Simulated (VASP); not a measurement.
Input:

```
O2Te
1.0
    4.76341     0.00000     0.00000
    0.00000     4.86716     0.00000
    0.00000     0.00000     7.45799
Te O
4 8
Direct
  0.73169   0.51803   0.37661
  0.76831   0.48197   0.87661
  0.23169   0.98197   0.62339
  0.26831   0.01803   0.12339
  0.51213   0.13414   0.93340
  0.98787   0.86586   0.43340
  0.01213   0.36586   0.06660
  0.48787   0.63414   0.56660
  0.39850   0.23862   0.31993
  0.10150   0.76138   0.81993
  0.89850   0.26138   0.68007
  0.60150   0.73862   0.18007
```

All values below come from PBEsol GGA, VASP's PBE PAW potentials (set 64) (plane waves; VASP). Run with 520 eV cut-off, 5×5×4 Γ-centred mesh, tetrahedra with Blöchl corrections, potentials Te O.

Question: Estimate the energy per atom (σ→0).

Answer: 
```yaml
energy per atom (σ→0): -5720 meV/atom
```

Total energies compare only between runs with the same potentials, cut-off and functional.

The structure comes from a computed database's TeO2 entry (P2_12_12_1); how it stands against other phases isn't given here. It was relaxed first.
